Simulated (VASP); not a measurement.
Computed with PBEsol GGA, VASP's PBE PAW potentials (set 64) (plane waves; VASP).

A VASP calculation is set up with these files.

### INCAR
```
SYSTEM=Ta
PREC=Accurate; ENCUT=480; LREAL=.FALSE.
LASPH=.TRUE.
EDIFF=1E-7; NELM=100; ALGO=Normal
LMAXMIX=6
ISMEAR=1; SIGMA=0.1
GGA=PS
ISIF=2
LWAVE=.FALSE.; LCHARG=.FALSE.
```

**POSCAR**
```
Ta
1
   -1.6254961291     1.6254961291     1.6419152819
    1.6254961291    -1.6254961291     1.6419152819
    1.6254961291     1.6254961291    -1.6419152819
Ta
1
Direct
  0.0000000000   0.0000000000   0.0000000000
```

### KPOINTS
```
Automatic mesh
0
Gamma
14 14 14
0 0 0
```

POTCAR, in this order: Ta_pv (PBE.64 set). Program: vasp_std.

What will the output report for the number of irreducible k-points (NKPTS), number of bands (NBANDS), largest plane-wave count, number of space-group operations, FFT grid (NGX, NGY, NGZ)?

```yaml
number of irreducible k-points (NKPTS): 244
number of bands (NBANDS): 9
largest_plane_wave_count: 426
number_of_space_group_operations: 16
FFT grid (NGX, NGY, NGZ): 20 × 20 × 20
```

The compound is Ta in the bcc structure. This cell was strained or had an atom moved on purpose.
